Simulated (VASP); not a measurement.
Crystal: InGaO2.

```
In Ga O
1.0
     3.19100    0.00000    0.00000
     0.00000    3.19100    0.00000
     0.00000    0.00000    6.11800
In Ga O
1 1 2
Cartesian
  0.0000 0.0000 0.0000
  1.5955 1.5955 3.0590
  0.0000 1.5955 2.0350
  1.5955 0.0000 4.0830
```

The cell was built by a generator and needn't be a form met in nature.

* Program: VASP 6.6.1
* Task: relaxation of cell and atoms
* Functional: PBE
* Potentials or basis: VASP PAW PBE potentials, release 64 (In_d, Ga_d, O)
* Cutoff: 520 eV
* k mesh: 10 × 10 × 6
* Occupations: gaussian, width 0.1 eV
* Spin: no spin polarisation

At the start: pressure -0.2 GPa; volume 15.57 Å³/atom.

Q: How do energy, volume and symmetry change on relaxing?

A: Over 9 steps the energy falls by 3.5 meV/atom and the volume is 15.50 Å³/atom (-0.5 %); space group P-4m2 (No. 115, to 0.05 Å).

The path:
| step | energy change (eV) | largest force (eV/Å) | pressure (GPa) | volume (Å³) |
| --- | --- | --- | --- | --- |
| 1 | 0.0000 | 0.0678 | -0.22 | 62.30 |
| 2 | -0.0081 | 0.0097 | 0.04 | 62.10 |
| 3 | -0.0122 | 0.1439 | 0.58 | 61.78 |
| 4 | -0.0123 | 0.1260 | 0.57 | 61.82 |
| 5 | -0.0132 | 0.0159 | -0.55 | 62.36 |
| 6 | -0.0137 | 0.0388 | -0.17 | 62.15 |
| 7 | -0.0137 | 0.0410 | -0.09 | 62.14 |
| 8 | -0.0139 | 0.0158 | -0.04 | 62.04 |
| 9 | -0.0139 | 0.0067 | 0.01 | 62.01 |

Final structure:
```
In Ga O
1.0
     3.14801    0.00000    0.00000
     0.00000    3.14801    0.00000
     0.00000    0.00000    6.25716
In Ga O
1 1 2
Direct
  0.00000 0.00000 0.00000
  0.50000 0.50000 0.50000
  0.00000 0.50000 0.33278
  0.50000 0.00000 0.66722
```
